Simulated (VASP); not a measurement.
# Driving VASP from ASE on Ruthenium

Do ASE scripts that read Ruthenium from different structure formats give one answer, and do several routes find one equilibrium volume? All runs use LDA. Left out of this account: 1 further run (fields: a reference on another mesh). The start is a cell from a database of measured crystal structures.

Calculated with VASP 6.6.1; LDA; plane waves and PAW (Ru_pv).

## 1. The structure

It takes space group P6_3/mmc (No. 194, hexagonal). Conventional cell: a = 2.706 Å, b = 2.706 Å, c = 4.282 Å, α = 90.00°, β = 90.00°, γ = 120.00°. Ru has 12 Ru at 2.65 to 2.71 Å nearest.

Structure file:

```
Ru
1.0
     2.70580    0.00000    0.00000
    -1.35290    2.34329    0.00000
     0.00000    0.00000    4.28190
Ru
2
Direct
  0.33333 0.66667 0.25000
  0.66667 0.33333 0.75000
```

## 2. Self-consistent run (LDA, through ASE)

A single point through ASE, with the structure typed into the script.

run.py

```python
import numpy as np
from ase.calculators.vasp import Vasp
from ase import Atoms
from ase.dft.bandgap import bandgap

atoms = Atoms(['Ru', 'Ru'],
              cell=[[2.7058, 0.0, 0.0], [-1.3529, 2.34329154, 0.0], [0.0, 0.0, 4.2819]],
              scaled_positions=[[0.33333333, 0.66666667, 0.25], [0.66666667, 0.33333333, 0.75]],
              pbc=True)

calc = Vasp(
    xc='lda',
    pp='LDA',
    prec='Accurate',
    encut=400,
    ediff=1e-06,
    nelm=100,
    ismear=-1,
    sigma=0.05,
    lreal=False,
    algo='Normal',
    nbands=20,
    lasph=True,
    lorbit=11,
    lwave=False,
    lcharg=False,
    kpar=2,
    isif=2,
    pp_version='64',
    setups={'Ru': '_pv'},
    kpts=(16, 16, 9),
    gamma=True,
    txt='vasp.out',
)
atoms.calc = calc

print("energy (eV):", round(atoms.get_potential_energy(), 6))
print("Fermi level (eV):", round(calc.get_fermi_level(), 4))
print("forces (eV/A):")
print(np.round(atoms.get_forces(), 4))
print("stress (GPa, Voigt, tension positive):", np.round(atoms.get_stress() * 160.21766, 3))
gap, p1, p2 = bandgap(calc, direct=False)
print("gap on the mesh (eV):", round(gap, 4))
```

Potentials, in the order of the species: Ru_pv (LDA family, release 64).

Command:

```
$ export ASE_VASP_COMMAND="mpirun -np 2 vasp_std"
$ python run.py
```

Log:

```text
energy (eV): -21.358765
Fermi level (eV): 12.7153
forces (eV/A):
[[-0.  0.  0.]
 [ 0. -0.  0.]]
stress (GPa, Voigt, tension positive): [11.508 11.508 14.261 -0.    -0.    -0.   ]
gap on the mesh (eV): 0.0
```

Run time: 18 s. Hardware: 2 MPI ranks of AMD EPYC 7R43, shared host; peak memory 0.24 GiB; 34 s of CPU time.

Lines that name or quote the potential files are left out of all logs, and their timing lines are given in words.

The INCAR that ASE wrote:

```
ENCUT = 400.000000
SIGMA = 0.050000
EDIFF = 1.00e-06
ALGO = Normal
PREC = Accurate
ISIF = 2
ISMEAR = -1
KPAR = 2
LORBIT = 11
NBANDS = 20
NELM = 100
LASPH = .TRUE.
LCHARG = .FALSE.
LWAVE = .FALSE.
LREAL = .FALSE.
```

The KPOINTS that ASE wrote:

```
KPOINTS created by Atomic Simulation Environment
0
Gamma
16 16 9
0 0 0
```

VASP's own log, vasp.out:

```text
[banner, memory and clock lines left out]
running    2 mpi-ranks, on    1 nodes
 distrk:  each k-point on    1 cores,    2 groups
 distr:  one band on    1 cores,    1 groups

 POSCAR found type information on POSCAR Ru
 POSCAR found :  1 types and       2 ions
 LDA part: xc-table for (Slater(with rela. corr.)+CA(PZ))
 , standard interpolation
 POSCAR, INCAR and KPOINTS ok, starting setup
 FFT: planning ... GRIDC
 FFT: planning ... GRID_SOFT
 FFT: planning ... GRID
 WAVECAR not read
 entering main loop
       N       E                     dE             d eps       ncg     rms          rms(c)
DAV:   1     0.244782183154E+03    0.24478E+03   -0.15416E+04  6040   0.129E+03
DAV:   2    -0.177998969401E+02   -0.26258E+03   -0.25512E+03  6192   0.414E+02
DAV:   3    -0.228238693411E+02   -0.50240E+01   -0.49922E+01  6852   0.644E+01
DAV:   4    -0.228654689867E+02   -0.41600E-01   -0.41567E-01  7728   0.553E+00
DAV:   5    -0.228661350038E+02   -0.66602E-03   -0.66410E-03  6860   0.572E-01    0.184E+01
DAV:   6    -0.214604673715E+02    0.14057E+01   -0.33717E+00  6792   0.180E+01    0.463E+00
DAV:   7    -0.213749116353E+02    0.85556E-01   -0.45034E-01  6864   0.481E+00    0.106E+00
DAV:   8    -0.213660944277E+02    0.88172E-02   -0.25153E-02  6736   0.115E+00    0.408E-01
DAV:   9    -0.213644837879E+02    0.16106E-02   -0.26506E-03  6776   0.587E-01    0.447E-02
DAV:  10    -0.213644882817E+02   -0.44939E-05   -0.19949E-04  6792   0.138E-01    0.257E-02
DAV:  11    -0.213644881490E+02    0.13274E-06   -0.20233E-05  6836   0.427E-02    0.167E-03
DAV:  12    -0.213644881181E+02    0.30836E-07   -0.26709E-07  4072   0.475E-03
   1 F= -.21364488E+02 E0= -.21358765E+02  d E =-.114457E-01
```

OUTCAR, selected parts (step 2):

```text
ion  position               nearest neighbor table
   1  0.333  0.667  0.250-   2 2.65   2 2.65   2 2.65   2 2.65   2 2.65   2 2.65
   2  0.667  0.333  0.750-   1 2.65   1 2.65   1 2.65   1 2.65   1 2.65   1 2.65

  LATTYP: Found a hexagonal cell.
 ALAT       =     2.7058000000
 C/A-ratio  =     1.5824894671

 Subroutine GETGRP returns: Found 24 space group operations
 (whereof 12 operations were pure point group operations)

The static configuration has the point symmetry D_3d.
 The point group associated with its full space group is D_6h.

 Found    150 irreducible k-points:

   k-points           NKPTS =    150   k-points in BZ     NKDIM =    150   number of bands    NBANDS=     20

   dimension x,y,z NGX =    18 NGY =   18 NGZ =   28
   dimension x,y,z NGXF=    36 NGYF=   36 NGZF=   56

   ENCUT  =  400.0 eV  29.40 Ry    5.42 a.u.   4.41  4.41  6.98*2*pi/ulx,y,z

   NELECT =      28.0000    total number of electrons

 k-points in reciprocal lattice and weights: KPOINTS created by Atomic Simulation Env
   0.00000000  0.00000000  0.00000000       0.000
   0.06250000  0.00000000  0.00000000       0.003
   0.12500000  0.00000000  0.00000000       0.003
   0.18750000 -0.00000000  0.00000000       0.003
   0.25000000  0.00000000  0.00000000       0.003
   0.31250000  0.00000000  0.00000000       0.003
   0.37500000 -0.00000000  0.00000000       0.003
   0.43750000  0.00000000  0.00000000       0.003
   0.50000000  0.00000000  0.00000000       0.001
[...]
0.37500000  0.25000000  0.44444444       0.005
   0.31250000  0.31250000  0.44444444       0.005

 average (electrostatic) potential at core
       1 -67.4696       2 -67.4696

 E-fermi :  12.7153

 k-point     1 :       0.0000    0.0000    0.0000
  band No.  band energies     occupation
    ...
     11      10.2542      2.00000
     12      10.7650      2.00000
     13      10.7650      2.00000
     14      11.2996      2.00000
     15      11.2996      2.00000
     16      13.8907      0.00000
     17      13.8907      0.00000
     18      13.9901      0.00000
     19      22.6588      0.00000
     20      22.6880      0.00000

 k-point     2 :       0.0625    0.0000    0.0000
  band No.  band energies     occupation
    ...
     12      10.7017      2.00000
     13      10.8740      2.00000
     14      11.1552      2.00000
     15      11.2092      2.00000
     16      12.7053      1.10032
     17      13.9473      0.00000
     18      15.3724      0.00000
     19      22.6566      0.00000
     20      22.6758      0.00000

 k-point     3 :       0.1250    0.0000    0.0000
  band No.  band energies     occupation
    ...
     12      10.6126      2.00000
     13      10.8916      2.00000
     14      10.9744      2.00000
     15      11.1933      2.00000
     16      11.8774      2.00000
     17      14.0858      0.00000
     18      16.9092      0.00000
     19      22.6517      0.00000
     20      22.6762      0.00000

  Total       -1.9499766     -1.9499766     -2.4166153     -0.0000000     -0.0000000      0.0000000
  in kB     -115.0751207   -115.0751210   -142.6131451     -0.0000000     -0.0000000      0.0000000
  external PRESSURE =    -124.2544623 kB  Pullay stress =       0.0000000 kB

  energy-cutoff  :      400.00
  volume of cell :       27.15
      direct lattice vectors                 reciprocal lattice vectors
     2.705800000  0.000000000  0.000000000     0.369576465  0.213375072  0.000000000
    -1.352900000  2.343291540  0.000000000     0.000000000  0.426750143  0.000000000
     0.000000000  0.000000000  4.281900000     0.000000000  0.000000000  0.233541185

 POSITION                                       TOTAL-FORCE (eV/Angst)
 -----------------------------------------------------------------------------------
     -0.00000      1.56219      1.07048        -0.000000      0.000000      0.000000
      1.35290      0.78110      3.21143         0.000000     -0.000000      0.000000
 -----------------------------------------------------------------------------------
    total drift:                               -0.000004      0.000003     -0.000000

  FREE ENERGIE OF THE ION-ELECTRON SYSTEM (eV)
  ---------------------------------------------------
  free  energy   TOTEN  =       -21.3644881181 eV

  energy  without entropy=      -21.3530424070  energy(sigma->0) =      -21.35876526

 total charge
# of ion       s       p       d       tot
------------------------------------------
    1        0.407   6.317   5.948  12.672
    2        0.407   6.317   5.948  12.672
--------------------------------------------------
tot          0.814  12.634  11.897  25.344

[... 3 further parts left out ...]
```

At this level the cell is under a tension of 12.4 GPa, so at these settings it is away from equilibrium.

This step gave:

```yaml
scf_cycles: 12
electrons: 28
bands: 20
irreducible_k_points: 150
symmetry_operations: 24
free_energy_toten: -21.36 eV
energy_at_zero_smearing: -21.36 eV
fermi_energy: 12.72 eV
pressure: -12.43 GPa
metallic: yes
```

The pressure is -12.43 GPa and the largest force 0.000 eV/Å, so the cell is not at a minimum at these settings.

## 3. Total energy, forces and stress (LDA, through ASE)

The single point through ASE, with the structure read from a CIF with its space group. The mesh changes to 9×9×5, so this is no clean test of the format.

run.py: that of step 2 with these lines changed.

```diff
@@ -2,9 +2,6 @@
 from ase.calculators.vasp import Vasp
-from ase import Atoms
+from ase.io import read
 from ase.dft.bandgap import bandgap
 
-atoms = Atoms(['Ru', 'Ru'],
-              cell=[[2.7058, 0.0, 0.0], [-1.3529, 2.34329154, 0.0], [0.0, 0.0, 4.2819]],
-              scaled_positions=[[0.33333333, 0.66666667, 0.25], [0.66666667, 0.33333333, 0.75]],
-              pbc=True)
+atoms = read('Ru.cif')
 
@@ -30,3 +27,3 @@
     setups={'Ru': '_pv'},
-    kpts=(16, 16, 9),
+    kpts=(9, 9, 5),
     gamma=True,
```

Ru.cif

```cif
data_Ru
_cell_length_a 2.70580000
_cell_length_b 2.70580000
_cell_length_c 4.28190000
_cell_angle_alpha 90.00000000
_cell_angle_beta 90.00000000
_cell_angle_gamma 120.00000000
_space_group_name_H-M_alt 'P6_3/mmc'
_space_group_name_Hall '-P 6c 2c'
_space_group_IT_number 194
loop_
_space_group_symop_operation_xyz
'x,y,z'
'-x,-y,-z'
'x-y,x,z+1/2'
'-x+y,-x,-z+1/2'
'-y,x-y,z'
'y,-x+y,-z'
'-x,-y,z+1/2'
'x,y,-z+1/2'
'-x+y,-x,z'
'x-y,x,-z'
'y,-x+y,z+1/2'
'-y,x-y,-z+1/2'
'-y,-x,-z+1/2'
'y,x,z+1/2'
'-x,-x+y,-z'
'x,x-y,z'
'-x+y,y,-z+1/2'
'x-y,-y,z+1/2'
'y,x,-z'
'-y,-x,z'
'x,x-y,-z+1/2'
'-x,-x+y,z+1/2'
'x-y,-y,-z'
'-x+y,y,z'
loop_
_atom_site_label
_atom_site_type_symbol
_atom_site_symmetry_multiplicity
_atom_site_Wyckoff_symbol
_atom_site_fract_x
_atom_site_fract_y
_atom_site_fract_z
_atom_site_occupancy
Ru1 Ru 2 c 0.3333333333 0.6666666667 0.2500000000 1
```

Log:

```text
energy (eV): -21.381274
Fermi level (eV): 12.7937
forces (eV/A):
[[ 0. -0.  0.]
 [ 0.  0.  0.]]
stress (GPa, Voigt, tension positive): [12.342 12.342 13.088 -0.    -0.     0.   ]
gap on the mesh (eV): 0.0
```

It took 6.4 s on 2 MPI ranks; peak memory 0.18 GiB.

ASE turned this into the INCAR:

```
ENCUT = 400.000000
SIGMA = 0.050000
EDIFF = 1.00e-06
ALGO = Normal
PREC = Accurate
ISIF = 2
ISMEAR = -1
KPAR = 2
LORBIT = 11
NBANDS = 20
NELM = 100
LASPH = .TRUE.
LCHARG = .FALSE.
LWAVE = .FALSE.
LREAL = .FALSE.
```

The KPOINTS that ASE wrote:

```
KPOINTS created by Atomic Simulation Environment
0
Gamma
9 9 5
0 0 0
```

vasp.out:

```text
[... set-up lines as in an earlier step ...]
 entering main loop
       N       E                     dE             d eps       ncg     rms          rms(c)
DAV:   1     0.244957715291E+03    0.24496E+03   -0.15535E+04  1440   0.130E+03
DAV:   2    -0.178995088582E+02   -0.26286E+03   -0.25556E+03  1504   0.415E+02
DAV:   3    -0.228490920843E+02   -0.49496E+01   -0.49136E+01  1644   0.641E+01
DAV:   4    -0.228879850253E+02   -0.38893E-01   -0.38859E-01  1844   0.544E+00
DAV:   5    -0.228884793000E+02   -0.49427E-03   -0.49271E-03  1620   0.528E-01    0.184E+01
DAV:   6    -0.214886005173E+02    0.13999E+01   -0.32887E+00  1604   0.179E+01    0.465E+00
DAV:   7    -0.213977101004E+02    0.90890E-01   -0.44914E-01  1664   0.492E+00    0.103E+00
DAV:   8    -0.213892877384E+02    0.84224E-02   -0.30816E-02  1592   0.116E+00    0.364E-01
DAV:   9    -0.213877175719E+02    0.15702E-02   -0.31193E-03  1608   0.635E-01    0.560E-02
DAV:  10    -0.213877128843E+02    0.46876E-05   -0.27870E-04  1616   0.162E-01    0.309E-02
DAV:  11    -0.213877114962E+02    0.13882E-05   -0.29336E-05  1636   0.514E-02    0.247E-03
DAV:  12    -0.213877114787E+02    0.17485E-07   -0.46575E-07   984   0.628E-03
   1 F= -.21387711E+02 E0= -.21381274E+02  d E =-.128744E-01
```

OUTCAR, selected parts (step 3):

```text
 Found     36 irreducible k-points:

   k-points           NKPTS =     36   k-points in BZ     NKDIM =     36   number of bands    NBANDS=     20

   NELECT =      28.0000    total number of electrons

 E-fermi :  12.7937

 k-point     1 :       0.0000    0.0000    0.0000
  band No.  band energies     occupation
    ...
     11      10.2569      2.00000
     12      10.7544      2.00000
     13      10.7544      2.00000
     14      11.3007      2.00000
     15      11.3007      2.00000
     16      13.8907      0.00000
     17      13.8907      0.00000
     18      13.9944      0.00000
     19      22.6498      0.00000
     20      22.6701      0.00000

 k-point     2 :       0.1111    0.0000    0.0000
  band No.  band energies     occupation
    ...
     12      10.7748      2.00000
     13      10.8032      2.00000
     14      11.0365      2.00000
     15      11.0945      2.00000
     16      12.0185      2.00000
     17      14.0509      0.00000
     18      16.5635      0.00000
     19      22.6454      0.00000
     20      22.6647      0.00000

  Total       -2.0913481     -2.0913481     -2.2177655     -0.0000000      0.0000000      0.0000000
  in kB     -123.4179630   -123.4179630   -130.8783056     -0.0000000      0.0000000      0.0000000
  external PRESSURE =    -125.9047439 kB  Pullay stress =       0.0000000 kB

  energy-cutoff  :      400.00
  volume of cell :       27.15
      direct lattice vectors                 reciprocal lattice vectors
     2.705800000  0.000000000  0.000000000     0.369576465  0.213375072  0.000000000
    -1.352900000  2.343291538  0.000000000     0.000000000  0.426750144  0.000000000
     0.000000000  0.000000000  4.281900000     0.000000000  0.000000000  0.233541185

 POSITION                                       TOTAL-FORCE (eV/Angst)
 -----------------------------------------------------------------------------------
     -0.00000      1.56219      1.07048         0.000000     -0.000000      0.000000
      1.35290      0.78110      3.21143         0.000000      0.000000      0.000000
 -----------------------------------------------------------------------------------
    total drift:                                0.000000     -0.000000      0.000000

  FREE ENERGIE OF THE ION-ELECTRON SYSTEM (eV)
  ---------------------------------------------------
  free  energy   TOTEN  =       -21.3877114787 eV

  energy  without entropy=      -21.3748370787  energy(sigma->0) =      -21.38127428

 total charge
# of ion       s       p       d       tot
------------------------------------------
    1        0.407   6.318   5.946  12.671
    2        0.407   6.318   5.946  12.671
--------------------------------------------------
tot          0.814  12.636  11.892  25.343

[... 6 parts as in an earlier step ...]

[... 6 further parts left out ...]
```

The k-mesh is coarse for a metal. At this level the cell is under a tension of 12.6 GPa, so at these settings it is away from equilibrium.

Numbers from this step:

| Property | Result |
| --- | --- |
| irreducible k-points | 36 |
| free energy (TOTEN) | -21.39 eV |
| energy at zero smearing | -21.38 eV |
| Fermi energy | 12.79 eV |
| pressure | -12.59 GPa |

The energy lies -11.25 meV an atom from the first script, on another mesh.

(Continued in part 2 of 3.)

[Lines on the potential files, build, host, timing and source positions are cut from VASP's logs without a mark.]

[Logs are printed without paths, hosts, clocks, repeated set-up lines and the standing remarks that a program may print on its own settings, such as how far it seeks lower states.]

[Hosts, paths, dates, database ids (printed as entryN), source tags and the programs' standing remarks are cut or masked in the printed files.]

[A measured line is paired with the nearest computed mode of its activity, which favours agreement.]
